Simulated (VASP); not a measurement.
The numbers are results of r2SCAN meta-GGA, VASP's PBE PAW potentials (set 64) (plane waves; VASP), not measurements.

Input for VASP

**INCAR**
```
# general
SYSTEM =TiSi
PREC   =Accurate
ENCUT  =400
LREAL  =.FALSE.
LASPH  =.TRUE.

# electronic loop
EDIFF  =1E-6
NELM   =100
ALGO   =Normal
LMAXMIX=4
LMIXTAU=.TRUE.

# smearing
ISMEAR =1
SIGMA  =0.1

# functional
METAGGA=R2SCAN

# ions
IBRION =2
NSW    =60
ISIF   =3
EDIFFG =-0.02

# output
LWAVE  =.FALSE.
LCHARG =.FALSE.
```

**KPOINTS**
```
K-points
0
Gamma
 5 8 6
```

### POSCAR
```
TiSi
1
    6.4582699206     0.0000000000     0.0000000000
    0.0000000000     3.6103928550     0.0000000000
    0.0000000000     0.0000000000     4.9672623994
Ti Si
4 4
Direct
  0.6754491948   0.2500000000   0.3719954559
  0.3245508052   0.7500000000   0.6280045441
  0.8245508052   0.7500000000   0.8719954559
  0.1754491948   0.2500000000   0.1280045441
  0.5444558755   0.2500000000   0.8536646809
  0.4555441245   0.7500000000   0.1463353191
  0.9555441245   0.7500000000   0.3536646809
  0.0444558755   0.2500000000   0.6463353191
```

POTCAR, in this order: Ti_sv Si (PBE.64 set). Program: vasp_std.

The resulting files:

**OUTCAR**
```
 ion  position               nearest neighbor table
   1  0.675  0.250  0.372-   5 2.54   6 2.56   6 2.56   7 2.56   7 2.56   5 2.71   8 2.75
   2  0.325  0.750  0.628-   6 2.54   5 2.56   5 2.56   8 2.56   8 2.56   6 2.71   7 2.75
   3  0.825  0.750  0.872-   7 2.54   8 2.56   8 2.56   5 2.56   5 2.56   7 2.71   6 2.75
   4  0.175  0.250  0.128-   8 2.54   7 2.56   7 2.56   6 2.56   6 2.56   8 2.71   5 2.75
   5  0.544  0.250  0.854-   6 2.39   6 2.39   1 2.54   2 2.56   2 2.56   3 2.56   3 2.56   1 2.71
                             4 2.75
   6  0.456  0.750  0.146-   5 2.39   5 2.39   2 2.54   1 2.56   1 2.56   4 2.56   4 2.56   2 2.71
                             3 2.75
   7  0.956  0.750  0.354-   8 2.39   8 2.39   3 2.54   4 2.56   4 2.56   1 2.56   1 2.56   3 2.71
                             2 2.75
   8  0.044  0.250  0.646-   7 2.39   7 2.39   4 2.54   3 2.56   3 2.56   2 2.56   2 2.56   4 2.71
                             1 2.75
  LATTYP: Found a simple orthorhombic cell.
 ALAT       =     3.6103928550
 B/A-ratio  =     1.3758232411
 C/A-ratio  =     1.7887997733
 Subroutine PRICEL returns:
 Original cell was already a primitive cell.
 Subroutine GETGRP returns: Found  8 space group operations
The static configuration has the point symmetry S_2 .
 The point group associated with its full space group is D_2h.
The dynamic configuration has the point symmetry S_2 .
 Subroutine INISYM returns: Found  8 space group operations
 Subroutine IBZKPT returns following result:
...
```

**OSZICAR**
```
       N       E                     dE             d eps       ncg     rms          rms(c)
DAV:   1     0.693299596480E+03    0.69330E+03   -0.27555E+04  4560   0.166E+03
DAV:   2    -0.610505624128E+01   -0.69940E+03   -0.68394E+03  4566   0.541E+02
DAV:   3    -0.103291046552E+03   -0.97186E+02   -0.94409E+02  7398   0.172E+02
DAV:   4    -0.114035171539E+03   -0.10744E+02   -0.10625E+02  6768   0.521E+01
DAV:   5    -0.114678847058E+03   -0.64368E+00   -0.64203E+00  7002   0.120E+01    0.283E+01
DAV:   6    -0.972035692173E+02    0.17475E+02   -0.69416E+01  6064   0.702E+01    0.797E+00
DAV:   7    -0.926769953123E+02    0.45266E+01   -0.41199E+00  5588   0.156E+01    0.527E+00
DAV:   8    -0.934168889456E+02   -0.73989E+00   -0.15739E+00  5336   0.956E+00    0.831E-01
DAV:   9    -0.930423316388E+02    0.37456E+00   -0.10944E+00  4896   0.875E+00    0.440E-01
DAV:  10    -0.930821376435E+02   -0.39806E-01   -0.46105E-01  5188   0.406E+00    0.735E-01
DAV:  11    -0.928877356500E+02    0.19440E+00   -0.74990E-02  5398   0.208E+00    0.780E-01
DAV:  12    -0.929279675109E+02   -0.40232E-01   -0.61592E-03  5706   0.494E-01    0.656E-01
DAV:  13    -0.932271673424E+02   -0.29920E+00   -0.24964E-01  4818   0.341E+00    0.184E-01
DAV:  14    -0.932254211488E+02    0.17462E-02   -0.12055E-02  5896   0.733E-01    0.232E-01
DAV:  15    -0.932279042795E+02   -0.24831E-02   -0.65889E-04  7060   0.151E-01    0.255E-01
DAV:  16    -0.932339986340E+02   -0.60944E-02   -0.13443E-03  5082   0.210E-01    0.197E-01
DAV:  17    -0.932362653085E+02   -0.22667E-02   -0.45726E-03  6102   0.374E-01    0.919E-02
DAV:  18    -0.932380290143E+02   -0.17637E-02   -0.11424E-02  5932   0.528E-01    0.232E-01
DAV:  19    -0.932378158861E+02    0.21313E-03   -0.11199E-03  5770   0.191E-01    0.128E-01
DAV:  20    -0.932376081767E+02    0.20771E-03   -0.94520E-04  6424   0.154E-01    0.418E-02
DAV:  21    -0.932375530792E+02    0.55097E-04   -0.21720E-04  6322   0.515E-02    0.171E-02
DAV:  22    -0.932375246374E+02    0.28442E-04   -0.96836E-05  6048   0.576E-02    0.142E-02
DAV:  23    -0.932375290666E+02   -0.44292E-05   -0.20163E-05  5182   0.269E-02    0.164E-02
DAV:  24    -0.932375321685E+02   -0.31019E-05   -0.73345E-06  5124   0.203E-02    0.103E-02
DAV:  25    -0.932375359082E+02   -0.37397E-05   -0.18488E-05  4614   0.198E-02    0.169E-03
DAV:  26    -0.932375373095E+02   -0.14012E-05   -0.18845E-06  3562   0.982E-03    0.268E-03
DAV:  27    -0.932375369990E+02    0.31045E-06   -0.35108E-07  2922   0.407E-03
   1 F= -.93237537E+02 E0= -.93237636E+02  d E =-.932375E+02
       N       E                     dE             d eps       ncg     rms          rms(c)
DAV:   1    -0.941954524981E+02   -0.95792E+00   -0.24453E+01  6258   0.499E+01    0.835E+00
DAV:   2    -0.933066718966E+02    0.88878E+00   -0.82501E+00  6016   0.215E+01    0.204E+00
DAV:   3    -0.932275238789E+02    0.79148E-01   -0.50026E-01  6290   0.404E+00    0.889E-01
DAV:   4    -0.932225879195E+02    0.49360E-02   -0.10351E-01  6186   0.162E+00    0.265E-01
DAV:   5    -0.932326561781E+02   -0.10068E-01   -0.34313E-02  6834   0.770E-01    0.341E-01
DAV:   6    -0.932341937639E+02   -0.15376E-02   -0.29336E-03  5790   0.289E-01    0.244E-01
DAV:   7    -0.932372976361E+02   -0.31039E-02   -0.12149E-02  6864   0.585E-01    0.760E-02
DAV:   8    -0.932385119434E+02   -0.12143E-02   -0.35732E-03  5092   0.485E-01    0.761E-02
DAV:   9    -0.932387191890E+02   -0.20725E-03   -0.48369E-04  5616   0.184E-01    0.161E-02
DAV:  10    -0.932387899794E+02   -0.70790E-04   -0.17042E-04  5522   0.827E-02    0.145E-02
DAV:  11    -0.932387983626E+02   -0.83832E-05   -0.26445E-05  5508   0.336E-02    0.102E-02
DAV:  12    -0.932387987901E+02   -0.42752E-06   -0.13525E-05  5718   0.326E-02    0.350E-03
DAV:  13    -0.932387989644E+02   -0.17424E-06   -0.26050E-06  3920   0.117E-02
   2 F= -.93238799E+02 E0= -.93238950E+02  d E =-.126197E-02
       N       E                     dE             d eps       ncg     rms          rms(c)
DAV:   1    -0.934757122032E+02   -0.23691E+00   -0.57593E+00  5880   0.239E+01    0.396E+00
DAV:   2    -0.932732880994E+02    0.20242E+00   -0.16087E+00  5792   0.996E+00    0.108E+00
DAV:   3    -0.932571728886E+02    0.16115E-01   -0.88220E-02  5954   0.167E+00    0.440E-01
DAV:   4    -0.932547688537E+02    0.24040E-02   -0.28557E-02  6088   0.822E-01    0.125E-01
DAV:   5    -0.932573508245E+02   -0.25820E-02   -0.75737E-03  6490   0.435E-01    0.145E-01
DAV:   6    -0.932579975812E+02   -0.64676E-03   -0.12323E-03  5828   0.188E-01    0.102E-01
DAV:   7    -0.932582690594E+02   -0.27148E-03   -0.23628E-03  6372   0.287E-01    0.252E-02
DAV:   8    -0.932588872940E+02   -0.61823E-03   -0.11977E-03  4804   0.254E-01    0.315E-02
DAV:   9    -0.932589839819E+02   -0.96688E-04   -0.94899E-05  5914   0.729E-02    0.842E-03
DAV:  10    -0.932589933286E+02   -0.93466E-05   -0.48191E-05  5350   0.317E-02    0.142E-02
DAV:  11    -0.932589973027E+02   -0.39741E-05   -0.19849E-05  5822   0.277E-02    0.533E-03
DAV:  12    -0.932590000824E+02   -0.27797E-05   -0.85366E-06  4874   0.221E-02    0.345E-03
DAV:  13    -0.932589993417E+02    0.74065E-06   -0.13726E-06  2928   0.878E-03
   3 F= -.93258999E+02 E0= -.93259125E+02  d E =-.214623E-01
       N       E                     dE             d eps       ncg     rms          rms(c)
DAV:   1    -0.932590887112E+02   -0.88629E-04   -0.24237E-03  6128   0.491E-01    0.827E-02
DAV:   2    -0.932589966829E+02    0.92028E-04   -0.72974E-04  5960   0.209E-01    0.220E-02
DAV:   3    -0.932589893689E+02    0.73140E-05   -0.38565E-05  5566   0.353E-02    0.926E-03
DAV:   4    -0.932589897491E+02   -0.38025E-06   -0.11698E-05  5468   0.184E-02    0.285E-03
DAV:   5    -0.932589917243E+02   -0.19752E-05   -0.21758E-06  3140   0.906E-03    0.200E-03
DAV:   6    -0.932589930705E+02   -0.13462E-05   -0.10795E-06  2520   0.843E-03    0.209E-03
DAV:   7    -0.932589946373E+02   -0.15669E-05   -0.14027E-06  2616   0.875E-03    0.802E-04
DAV:   8    -0.932589945314E+02    0.10591E-06   -0.66933E-07  2478   0.548E-03
   4 F= -.93258995E+02 E0= -.93259120E+02  d E =-.214575E-01
       N       E                     dE             d eps       ncg     rms          rms(c)
DAV:   1    -0.932601620852E+02   -0.11674E-02   -0.78922E-02  4578   0.268E+00    0.211E-01
DAV:   2    -0.932604337627E+02   -0.27168E-03   -0.10906E-02  5310   0.724E-01    0.128E-01
DAV:   3    -0.932602403703E+02    0.19339E-03   -0.11218E-03  6748   0.270E-01    0.394E-02
DAV:   4    -0.932602274951E+02    0.12875E-04   -0.32644E-04  5920   0.141E-01    0.163E-02
DAV:   5    -0.932602367706E+02   -0.92755E-05   -0.44153E-05  5290   0.733E-02    0.462E-03
DAV:   6    -0.932602383040E+02   -0.15333E-05   -0.23699E-05  5432   0.451E-02    0.594E-03
DAV:   7    -0.932602396508E+02   -0.13469E-05   -0.29237E-06  4112   0.149E-02    0.353E-03
DAV:   8    -0.932602404144E+02   -0.76360E-06   -0.23484E-06  3644   0.129E-02
   5 F= -.93260240E+02 E0= -.93260409E+02  d E =-.124588E-02
```

OUTCAR:
```
------------------------ aborting loop because EDIFF is reached ----------------------------------------
  FORCE on cell =-STRESS in cart. coord.  units (eV):
  Direction    XX          YY          ZZ          XY          YZ          ZX
  --------------------------------------------------------------------------------------
  Total        0.0326048      0.0182912      0.0018703      0.0000000      0.0000000      0.0000000
  in kB        0.4428879      0.2484586      0.0254047      0.0000000      0.0000000      0.0000000
  external PRESSURE =       0.2389170 kB  Pullay stress =       0.0000000 kB
  volume of cell :      117.95
      direct lattice vectors                 reciprocal lattice vectors
     6.509800148  0.000000000  0.000000000     0.153614547  0.000000000  0.000000000
     0.000000000  3.628483596 -0.000000000     0.000000000  0.275597222 -0.000000000
     0.000000000  0.000000000  4.993498420     0.000000000  0.000000000  0.200260402
 POSITION                                       TOTAL-FORCE (eV/Angst)
 -----------------------------------------------------------------------------------
      4.39772      0.90712      1.85645         0.011038      0.000000      0.015880
      2.11208      2.72136      3.13704        -0.011038     -0.000000     -0.015880
      5.36698      2.72136      4.35320        -0.011038      0.000000      0.015880
      1.14282      0.90712      0.64029         0.011038     -0.000000     -0.015880
      3.54135      0.90712      4.27054        -0.007656      0.000000      0.014448
      2.96845      2.72136      0.72296         0.007656     -0.000000     -0.014448
      6.22335      2.72136      1.77379         0.007656      0.000000      0.014448
      0.28645      0.90712      3.21971        -0.007656     -0.000000     -0.014448
 -----------------------------------------------------------------------------------
    total drift:                                0.000000     -0.000000      0.000000
  FREE ENERGIE OF THE ION-ELECTRON SYSTEM (eV)
  ---------------------------------------------------
  free  energy   TOTEN  =       -93.2602404144 eV

  energy  without entropy=      -93.2607471717  energy(sigma->0) =      -93.26040933

 reached required accuracy - stopping structural energy minimisation
```
(Selected blocks of OUTCAR.)

File CONTCAR:
```
TiSi
   1.00000000000000
     6.5098001479502221    0.0000000000000000    0.0000000000000000
     0.0000000000000000    3.6284835956100947   -0.0000000000000000
     0.0000000000000000    0.0000000000000000    4.9934984203223296
  Ti              Si
     4     4
Direct
     0.6755544658946437    0.2500000000000000    0.3717743604833014
     0.3244455341053562    0.7500000000000000    0.6282256395166984
     0.8244455341053563    0.7500000000000000    0.8717743604833016
     0.1755544658946438    0.2500000000000000    0.1282256395166985
     0.5440022168770507    0.2500000000000000    0.8552200707693254
     0.4559977831229492    0.7500000000000000    0.1447799292306747
     0.9559977831229493    0.7500000000000000    0.3552200707693253
     0.0440022168770508    0.2500000000000000    0.6447799292306746
```

The structure comes from a computed database's TiSi entry (Pnma); how it stands against other phases isn't given here. This run relaxes it. Symmetry was kept, so distortions that lower it aren't found. The start is the result of an earlier pass.
